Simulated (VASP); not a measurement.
**Ti: relaxation of cell and atoms with PBE**

The system is Ti.

```
CELL_PARAMETERS angstrom
2.93659 0.00000 0.00000
-1.46830 2.54316 0.00000
0.00000 0.00000 4.64608
ATOMIC_POSITIONS crystal
Ti 0.33333 0.66667 0.25000
Ti 0.66667 0.33333 0.75000
```

```
Program                : VASP 6.6.1
Task                   : relaxation of cell and atoms
Functional             : PBE
Potentials or basis    : VASP PAW PBE potentials, release 64 (Ti_sv)
Cutoff                 : 520 eV
k mesh                 : 18 × 18 × 10
Occupations            : gaussian, width 0.1 eV
Spin                   : no spin polarisation
Further INCAR settings : ALGO = Fast; EDIFF = 1e-07; IBRION = 2; EDIFFG = -0.002; NSW = 80; ISIF = 3
```

```
Relaxed volume                         : 17.34 Å³/atom
Relaxed cell                           : a = 2.936 Å, b = 2.936 Å, c = 4.646 Å, α = 90.00°, β = 90.00°, γ = 120.00°
Space group after relaxing (to 0.05 Å) : P6_3/mmc (No. 194)
Energy gained by relaxing              : 0.0 meV/atom
Ionic steps                            : 2
Pressure after relaxing                : 0.0 GPa
Band gap on the k mesh                 : none (metal or under the smearing width)
```

Final structure:
```
Ti
1.0
     2.93627    0.00000    0.00000
    -1.46814    2.54289    0.00000
     0.00000    0.00000    4.64559
Ti
2
Direct
  0.33333 0.66667 0.25000
  0.66667 0.33333 0.75000
```

Levels at points of the mesh, in eV from the Fermi level:
```
           k point  band 10  band 11  band 12  band 13  band 14  band 15
(0.00, 0.00, 0.00)    -2.70     0.76     0.76     0.77     0.88     1.26
(0.50, 0.00, 0.00)    -2.17    -1.86    -0.64     0.46     0.62     1.17
(0.00, 0.00, 0.50)    -4.36     0.08     0.08     0.67     0.67     0.67
(0.50, 0.00, 0.50)    -2.56    -0.82    -0.82     1.32     1.32     1.72
```

Run time: 2.6 min on 1 thread of Intel(R) Xeon(R) 6975P-C (Granite Rapids), with other jobs on the host, peak memory 0.23 GiB.
